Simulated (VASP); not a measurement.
Here is the system:

Space group Im-3m (No. 229); a = b = c = 5.568 Å, α = β = γ = 90.00°

```tsv
atom	site	symmetry	x	y	z
Rb	2a	m-3m	0.0000	0.0000	0.0000
```
(The calculation used a cell of 1 atom; values per cell refer to that cell.)

Method: PBEsol GGA, VASP's PBE PAW potentials (set 64) (plane waves; VASP). Run with 520 eV cut-off, 9×9×9 Γ-centred mesh, first-order Methfessel-Paxton smearing of 0.10 eV, potentials Rb_sv.

### Question
Give the energy at these volumes per atom, relative to the lowest: 81.58, 84.18, 86.79, 89.39, 91.99 Å³.

### Answer
2.6, 0.5, 0.0, 0.9, 3.1 meV/atom. A third-order Birch-Murnaghan fit gives B0 = 3.0 GPa and B0′ = 3.7.

Measured: a 5.576 Å at 0 K (computed value off by -0.1 %), as given by Gábor I. Csonka et al., Physical Review B (2009), arXiv:0903.4037 [low-temperature or extrapolated to 0 K; zero-point anharmonic expansion removed].

The compound is Rb in the bcc structure. It was relaxed first.
